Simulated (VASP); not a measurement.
Consider the following.

```
KF
1.0
    0.00000     2.67500     2.67500
    2.67500     0.00000     2.67500
    2.67500     2.67500     0.00000
K F
1 1
Cartesian
  0.00000   0.00000   0.00000
  2.67500   2.67500   2.67500
```

The numbers are results of PBE GGA, VASP's PBE PAW potentials (set 64) (plane waves; VASP 6.6.1), not measurements. Settings: 800 eV cut-off, 8×8×8 Γ-centred mesh, Gaussian smearing of 0.050 eV, potentials K_sv F.

Question: Estimate the energy per atom (σ→0), pressure, band gap (on the k-mesh) with the smallest direct gap where there is one.

Answer: 
The band gap (on the k-mesh) is 6.15 eV. The smallest direct gap (on the k-mesh) comes out as 6.15 eV. The energy per atom (σ→0) is -4.148 eV/atom. The pressure is 1.39 GPa.

The absolute energy has meaning only against runs of the same code, potentials and settings.

The compound is KF in the rock salt structure. The cell was not relaxed at this level. The run is one of a series of settings (ENCUT = 800 against the base run), some of them coarse on purpose.
